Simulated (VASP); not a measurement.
Consider the following.

```
C63S
1.0
    7.14656     0.00000     0.00000
    0.00000     7.14656     0.00000
    0.00000     0.00000     7.14656
C S
63 1
Direct
  0.50046   0.00008   0.00010
  0.62469   0.12329   0.12332
  0.75047   0.24963   0.99958
  0.87680   0.37541   0.12332
  0.75048   0.99958   0.24963
  0.87680   0.12332   0.37540
  0.00011   0.99998   0.99997
  0.12567   0.12517   0.12518
  0.24972   0.25020   0.00077
  0.37605   0.37553   0.12454
  0.50017   0.49992   0.00109
  0.62456   0.62405   0.12454
  0.74989   0.75037   0.00074
  0.87493   0.87444   0.12515
  0.24973   0.00075   0.25023
  0.37605   0.12455   0.37557
  0.50375   0.24710   0.24713
  0.64374   0.35630   0.35628
  0.75295   0.49632   0.24712
  0.87552   0.62403   0.37555
  0.50016   0.00106   0.49990
  0.62452   0.12453   0.62402
  0.75295   0.24711   0.49630
  0.87549   0.37558   0.62402
  0.74986   0.00074   0.75033
  0.87490   0.12516   0.87439
  0.00001   0.49962   0.00010
  0.12344   0.62466   0.12346
  0.24974   0.75031   0.99995
  0.37544   0.87664   0.12342
  0.00055   0.24965   0.24966
  0.12458   0.37511   0.37515
  0.24712   0.49976   0.24537
  0.36161   0.63851   0.36146
  0.50035   0.75301   0.24535
  0.62500   0.87554   0.37510
  0.00001   0.00008   0.49961
  0.12343   0.12341   0.62467
  0.24712   0.24535   0.49981
  0.36159   0.36144   0.63856
  0.63858   0.63853   0.63854
  0.75471   0.75298   0.49975
  0.87664   0.87663   0.62466
  0.24974   0.99990   0.75034
  0.37542   0.12343   0.87666
  0.50033   0.24535   0.75299
  0.62497   0.37510   0.87554
  0.75468   0.49978   0.75299
  0.87665   0.62464   0.87664
  0.99933   0.75037   0.25024
  0.12172   0.87837   0.37506
  0.99899   0.49992   0.49991
  0.12442   0.62470   0.62471
  0.24592   0.75413   0.49885
  0.37534   0.87562   0.62472
  0.99928   0.25021   0.75033
  0.12170   0.37502   0.87837
  0.24593   0.49885   0.75416
  0.37534   0.62471   0.87567
  0.50117   0.75415   0.75416
  0.62502   0.87837   0.87837
  0.00014   0.75030   0.75031
  0.12511   0.87494   0.87499
  0.48330   0.51680   0.51676
```

All values below come from HSE06 screened hybrid, VASP's PBE PAW potentials (set 64) (plane waves; VASP). Settings: PREC = Normal, LREAL = Auto, ISYM = 0, EDIFF = 1E-5, 400 eV cut-off, 1×1×1 Γ-centred mesh, Gaussian smearing of 0.050 eV, potentials C S.

The supercell is sampled at Γ alone, which is coarse: total energies, pressure and levels can be off, energies of defects by several tenths of an eV.

What does the run give for the energy per atom (σ→0), largest force?

- energy per atom (σ→0) = -988.6 kJ/mol-atom
- largest force = 0.381 eV/Å

Only differences to runs with the same potentials and settings are physical.

The cell is a supercell with a defect, built from C (diamond): S_C. The cell's shape comes from a PBE relaxation. The run is not spin-polarised, so no state with unpaired spins was tried.
